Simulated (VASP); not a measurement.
Output of a VASP run:

### OUTCAR
```
 ion  position               nearest neighbor table
   1  0.649  0.649  0.000-   6 2.74   5 2.74   6 3.11   5 3.11   5 3.60   6 3.60
   2  0.351  0.000  0.667-   6 2.74   4 2.74   6 3.11   4 3.11   6 3.60   4 3.60
   3  0.000  0.351  0.333-   5 2.74   4 2.74   5 3.11   4 3.11   5 3.60   4 3.60
   4  0.541  0.541  0.500-   3 2.74   2 2.74   3 3.11   2 3.11   2 3.60   3 3.60
   5  0.459  0.000  0.167-   3 2.74   1 2.74   3 3.11   1 3.11   3 3.60   1 3.60
   6  0.000  0.459  0.833-   2 2.74   1 2.74   2 3.11   1 3.11   2 3.60   1 3.60
  LATTYP: Found a hexagonal cell.
 ALAT       =     4.5193445276
 C/A-ratio  =     2.2511141118
 Subroutine PRICEL returns:
 Original cell was already a primitive cell.
 Subroutine GETGRP returns: Found  6 space group operations
The static configuration has the point symmetry C_2 .
 The point group associated with its full space group is D_3 .
The dynamic configuration has the point symmetry C_2 .
 Subroutine INISYM returns: Found  6 space group operations
 Subroutine IBZKPT returns following result:
 Found     91 irreducible k-points:

 Following reciprocal coordinates:
            Coordinates               Weight
  0.000000  0.000000  0.000000      1.000000
  0.076923 -0.000000  0.000000      6.000000
  0.153846 -0.000000  0.000000      6.000000
  0.230769 -0.000000  0.000000      6.000000
  0.307692 -0.000000  0.000000      6.000000
  0.384615 -0.000000  0.000000      6.000000
  0.461538 -0.000000  0.000000      6.000000
  0.076923  0.076923  0.000000      6.000000
  0.153846  0.076923  0.000000     12.000000
  0.230769  0.076923  0.000000     12.000000
  0.307692  0.076923  0.000000     12.000000
  0.384615  0.076923  0.000000     12.000000
  0.461538  0.076923  0.000000      6.000000
  0.153846  0.153846  0.000000      6.000000
  0.230769  0.153846  0.000000     12.000000
  0.307692  0.153846  0.000000     12.000000
  0.384615  0.153846  0.000000     12.000000
  0.230769  0.230769  0.000000      6.000000
  0.307692  0.230769  0.000000     12.000000
  0.384615  0.230769  0.000000      6.000000
  0.307692  0.307692  0.000000      6.000000
  0.000000  0.000000  0.200000      2.000000
  0.076923 -0.000000  0.200000      6.000000
  0.000000  0.076923  0.200000      6.000000
  0.153846 -0.000000  0.200000      6.000000
  0.000000  0.153846  0.200000      6.000000
  0.230769 -0.000000  0.200000      6.000000
  0.000000  0.230769  0.200000      6.000000
  0.307692 -0.000000  0.200000      6.000000
  0.000000  0.307692  0.200000      6.000000
  0.384615 -0.000000  0.200000      6.000000
  0.000000  0.384615  0.200000      6.000000
  0.461538 -0.000000  0.200000      6.000000
  0.000000  0.461538  0.200000      6.000000
  0.076923  0.076923  0.200000     12.000000
  0.153846  0.076923  0.200000     12.000000
 -0.076923  0.230769  0.200000     12.000000
  0.230769  0.076923  0.200000     12.000000
 -0.076923  0.307692  0.200000     12.000000
  0.307692  0.076923  0.200000     12.000000
   k-points           NKPTS =     91   k-points in BZ     NKDIM =     91   number of bands    NBANDS=     96
   number of dos      NEDOS =   1001   number of ions     NIONS =      6
   total plane-waves  NPLWV =  63000
   dimension x,y,z NGX =    30 NGY =   30 NGZ =   70
   dimension x,y,z NGXF=    60 NGYF=   60 NGZF=  140
   ions per type =               3   3
   PREC   = accura    normal or accurate (medium, high low for compatibility)
   ISTART =      0    job   : 0-new  1-cont  2-samecut
   ICHARG =      2    charge: 1-file 2-atom 10-const
   ISPIN  =      1    spin polarized calculation?
   LNONCOLLINEAR =      F non collinear calculations
   LSORBIT =      F    spin-orbit coupling
   INIWAV =      1    electr: 0-lowe 1-rand  2-diag
   ENCUT  =  400.0 eV  29.40 Ry    5.42 a.u.   7.37  7.37 16.59*2*pi/ulx,y,z
   NELM   =    100;   NELMIN=  2; NELMDL= -5     # of ELM steps
   EDIFF  = 0.1E-06   stopping-criterion for ELM
   LREAL  =      F    real-space projection
   NLSPLINE    = F    spline interpolate recip. space projectors
...
```

OSZICAR:
```
       N       E                     dE             d eps       ncg     rms          rms(c)
DAV:   1     0.372947397787E+03    0.37295E+03   -0.17099E+04 17472   0.403E+02
DAV:   2     0.660741379880E+01   -0.36634E+03   -0.31434E+03 20032   0.136E+02
DAV:   3    -0.134660734421E+02   -0.20073E+02   -0.19841E+02 20808   0.348E+01
DAV:   4    -0.136267187719E+02   -0.16065E+00   -0.16056E+00 20256   0.308E+00
DAV:   5    -0.136293391429E+02   -0.26204E-02   -0.26203E-02 20328   0.372E-01    0.134E+01
DAV:   6    -0.129303778349E+02    0.69896E+00   -0.46856E-01 20976   0.446E+00    0.957E+00
DAV:   7    -0.128908379465E+02    0.39540E-01   -0.13736E-01 20528   0.946E-01    0.336E+00
DAV:   8    -0.128864578432E+02    0.43801E-02   -0.26601E-02 20280   0.623E-01    0.586E-01
DAV:   9    -0.128861762309E+02    0.28161E-03   -0.73141E-04 20816   0.789E-02    0.254E-01
DAV:  10    -0.128861607114E+02    0.15520E-04   -0.26521E-04 19576   0.373E-02    0.497E-02
DAV:  11    -0.128861520313E+02    0.86801E-05   -0.43812E-05 19584   0.182E-02    0.522E-02
DAV:  12    -0.128861524461E+02   -0.41483E-06   -0.10632E-06 20872   0.239E-03    0.412E-02
DAV:  13    -0.128861526475E+02   -0.20144E-06   -0.82676E-07 19776   0.298E-03    0.849E-03
DAV:  14    -0.128861523576E+02    0.28996E-06   -0.48345E-08 15832   0.368E-04    0.291E-03
DAV:  15    -0.128861522664E+02    0.91161E-07   -0.52490E-09 10920   0.164E-04
   1 F= -.12886152E+02 E0= -.12886152E+02  d E =-.122354E-11
 imaginary and real dielectric function
```

**OUTCAR**
```
------------------------ aborting loop because EDIFF is reached ----------------------------------------
  FORCE on cell =-STRESS in cart. coord.  units (eV):
  Direction    XX          YY          ZZ          XY          YZ          ZX
  --------------------------------------------------------------------------------------
  Total       -0.0651360     -0.0651360     -0.0684107      0.0000000     -0.0000000      0.0000000
  in kB       -0.5799323     -0.5799323     -0.6090883      0.0000000     -0.0000000      0.0000000
  external PRESSURE =      -0.5896510 kB  Pullay stress =       0.0000000 kB
  volume of cell :      179.95
      direct lattice vectors                 reciprocal lattice vectors
     4.519344528  0.000000000  0.000000000     0.221271026  0.127750882  0.000000000
    -2.259672264  3.913867318  0.000000000     0.000000000  0.255501763  0.000000000
     0.000000000  0.000000000 10.173560242     0.000000000  0.000000000  0.098294007
 POSITION                                       TOTAL-FORCE (eV/Angst)
 -----------------------------------------------------------------------------------
      1.46617      2.53949      0.00000        -0.012989     -0.022498      0.000000
      1.58700      0.00000      6.78238         0.025978     -0.000000     -0.000000
     -0.79350      1.37438      3.39118        -0.012989      0.022498      0.000000
      1.22350      2.11916      5.08678         0.001911      0.003309      0.000000
      2.07235      0.00000      1.69560        -0.003821     -0.000000      0.000000
     -1.03618      1.79471      8.47796         0.001911     -0.003309      0.000000
 -----------------------------------------------------------------------------------
    total drift:                               -0.001222      0.001875     -0.000021
  FREE ENERGIE OF THE ION-ELECTRON SYSTEM (eV)
  ---------------------------------------------------
  free  energy   TOTEN  =       -12.8861522664 eV

  energy  without entropy=      -12.8861522664  energy(sigma->0) =      -12.88615227

 plasma frequency squared (from intraband transitions) (eV^2)
  --------------------------------------------------------------------------------------
       0.000       0.000      -0.000
       0.000       0.000      -0.000
      -0.000      -0.000       0.000

 plasma frequency squared (from interband transitions, int dw w eps(2)(w)) (eV^2)
  --------------------------------------------------------------------------------------
     312.212       0.000      -0.000      -0.000       0.000      -0.000
      -0.000       0.000     312.212       0.000       0.000      -0.000
       0.000       0.000       0.000       0.000     312.912       0.000
```
(Selected blocks of OUTCAR.)

**POSCAR**
```
HgTe
1
    4.5193445276     0.0000000000    -0.0000000000
   -2.2596722638     3.9138673182    -0.0000000000
   -0.0000000000    -0.0000000000    10.1735602423
Hg Te
3 3
Direct
  0.6488436951   0.6488436951   0.0000000000
  0.3511563049   0.0000000000   0.6666670000
  0.0000000000   0.3511563049   0.3333330000
  0.5414481077   0.5414481077   0.5000000000
  0.4585518923   0.0000000000   0.1666670000
  1.0000000000   0.4585518923   0.8333330000
```

Problem. Reconstruct the remaining input files.

Solution. Several could match; the one computed here: the input of the run itself, PBEsol GGA, plane waves, VASP's PBE PAW potentials (set 64).

**KPOINTS**
```
kpoints
0
G
  13 13 5
```

**INCAR**
```
# general
SYSTEM   =  HgTe
PREC     =  Accurate
ENCUT    =  400
LREAL    =  F
LASPH    =  T
NBANDS   =  96

# electronic loop
EDIFF    =  1E-7
NELM     =  100
ALGO     =  Normal
LMAXMIX  =  6

# smearing
ISMEAR   =  0
SIGMA    =  0.01

# functional
GGA      =  PS

# output
LWAVE    =  F
LCHARG   =  F
NEDOS    =  1001

# other
LOPTICS  =  T
CSHIFT   =  0.1
```

POTCAR, in this order: Hg Te (PBE.64 set). Program: vasp_std.

The dielectric response may not be converged in the k-mesh; for small gaps it tends to come out too large.

The structure comes from a computed database's HgTe entry (P3_221); how it stands against other phases isn't given here. It was relaxed first, which changed the volume by -8 %.
